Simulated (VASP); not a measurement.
Calculation: optB86b-vdW, VASP's PBE PAW potentials (set 64) (plane waves; VASP).

A VASP calculation is set up with these files.

### INCAR
```
SYSTEM  =  CoAl
PREC  =  Accurate; ENCUT  =  520; LREAL  =  F
LASPH  =  T
EDIFF  =  1E-7; NELM  =  100; ALGO  =  Normal
LMAXMIX  =  4
ISMEAR  =  1; SIGMA  =  0.1
GGA  =  MK; LUSE_VDW  =  T; AGGAC  =  0.0
PARAM1  =  0.1234; PARAM2  =  1.0
ISIF  =  2
LWAVE  =  F; LCHARG  =  F
```

### KPOINTS
```
Automatic mesh
0
Gamma
13 13 13
0 0 0
```

POSCAR:
```
CoAl
1
    2.8636922760     0.0000000000     0.0000000000
    0.0000000000     2.8636922760     0.0000000000
    0.0000000000     0.0000000000     2.8636922760
Al Co
1 1
Direct
  0.5000000000   0.5000000000   0.5000000000
  0.0000000000   0.0000000000   0.0000000000
```

POTCAR, in this order: Al Co (PBE.64 set). Program: vasp_std.

What VASP printed:

### OSZICAR
```
       N       E                     dE             d eps       ncg     rms          rms(c)
DAV:   1     0.393641692219E+02    0.39364E+02   -0.53924E+03  1696   0.126E+03
DAV:   2    -0.864821951394E+01   -0.48012E+02   -0.45428E+02  1686   0.191E+02
DAV:   3    -0.992034657323E+01   -0.12721E+01   -0.12601E+01  2006   0.402E+01
DAV:   4    -0.994373123488E+01   -0.23385E-01   -0.23376E-01  2036   0.486E+00
DAV:   5    -0.994450484384E+01   -0.77361E-03   -0.77360E-03  1942   0.912E-01    0.121E+01
DAV:   6    -0.126766128970E+02   -0.27321E+01   -0.69323E+01  1894   0.124E+02    0.173E+01
DAV:   7    -0.841156671497E+01    0.42650E+01   -0.31526E+01  1858   0.794E+01    0.179E+00
DAV:   8    -0.840803784884E+01    0.35289E-02   -0.21270E-01  1730   0.406E+00    0.115E+00
DAV:   9    -0.839539804490E+01    0.12640E-01   -0.42891E-02  2012   0.304E+00    0.290E-01
DAV:  10    -0.839497536485E+01    0.42268E-03   -0.13656E-03  2268   0.498E-01    0.113E-01
DAV:  11    -0.839497221508E+01    0.31498E-05   -0.24083E-05  1980   0.488E-02    0.202E-02
DAV:  12    -0.839497023740E+01    0.19777E-05   -0.87618E-06  2238   0.388E-02    0.640E-03
DAV:  13    -0.839497017045E+01    0.66951E-07   -0.24465E-07  1206   0.506E-03
   1 F= -.83949702E+01 E0= -.83950147E+01  d E =0.133485E-03
```

File OUTCAR:
```
------------------------ aborting loop because EDIFF is reached ----------------------------------------
  FORCE on cell =-STRESS in cart. coord.  units (eV):
  Direction    XX          YY          ZZ          XY          YZ          ZX
  --------------------------------------------------------------------------------------
  Total       -0.7591300     -0.7591300     -0.7591300      0.0000000      0.0000000      0.0000000
  in kB      -51.7902138    -51.7902138    -51.7902138      0.0000000      0.0000000      0.0000000
  external PRESSURE =     -51.7902138 kB  Pullay stress =       0.0000000 kB
  volume of cell :       23.48
      direct lattice vectors                 reciprocal lattice vectors
     2.863692276  0.000000000  0.000000000     0.349199531  0.000000000  0.000000000
     0.000000000  2.863692276  0.000000000     0.000000000  0.349199531  0.000000000
     0.000000000  0.000000000  2.863692276     0.000000000  0.000000000  0.349199531
 POSITION                                       TOTAL-FORCE (eV/Angst)
 -----------------------------------------------------------------------------------
      1.43185      1.43185      1.43185         0.000000      0.000000      0.000000
      0.00000      0.00000      0.00000         0.000000      0.000000      0.000000
 -----------------------------------------------------------------------------------
    total drift:                                0.000000      0.000000      0.000000
  FREE ENERGIE OF THE ION-ELECTRON SYSTEM (eV)
  ---------------------------------------------------
  free  energy   TOTEN  =        -8.3949701704 eV

  energy  without entropy=       -8.3951036555  energy(sigma->0) =       -8.39501467
```
(Selected blocks of OUTCAR.)

### OUTCAR
```
 val. band max:       10.2850619510   @ k =   0.4615   0.3846   0.3077

 cond. band min:      10.3061390264   @ k =   0.4615   0.3846   0.0769


 Fermi energy:        10.3039488718

 k-point     1 :       0.0000    0.0000    0.0000
  band No.  band energies     occupation
      1      -0.6430      2.00000
      2       7.4136      2.00000
      3       7.4136      2.00000
      4       9.4631      2.00000
      5       9.4631      2.00000
      6       9.4631      2.00000
      7      16.2009      0.00000
      8      16.2009      0.00000
      9      16.2009      0.00000
     10      19.0288      0.00000

 k-point     2 :       0.0769    0.0000    0.0000
  band No.  band energies     occupation
      1      -0.5320      2.00000
      2       7.4022      2.00000
      3       7.4438      2.00000
      4       9.4041      2.00000
      5       9.4041      2.00000
      6       9.4693      2.00000
      7      15.1831      0.00000
      8      16.3558      0.00000
      9      16.3558      0.00000
     10      19.0161      0.00000

 k-point     3 :       0.1538    0.0000    0.0000
  band No.  band energies     occupation
      1      -0.2012      2.00000
      2       7.3304      2.00000
      3       7.5291      2.00000
      4       9.2489      2.00000
      5       9.2489      2.00000
      6       9.4865      2.00000
      7      13.5409      0.00000
      8      16.7999      0.00000
      9      16.7999      0.00000
     10      18.9785      0.00000

 k-point     4 :       0.2308    0.0000    0.0000
  band No.  band energies     occupation
      1       0.3429      2.00000
      2       7.0752      2.00000
      3       7.6530      2.00000
      4       9.0472      2.00000
      5       9.0472      2.00000
      6       9.5107      2.00000
      7      12.0915     -0.00000
      8      17.4864      0.00000
      9      17.4864      0.00000
     10      18.9196      0.00000

 k-point     5 :       0.3077    0.0000    0.0000
...
```

The compound is CoAl in the CsCl type structure. This cell is one point of a volume scan, at 1.03 of the reference volume. The run is not spin-polarised, so no magnetic state was tried.
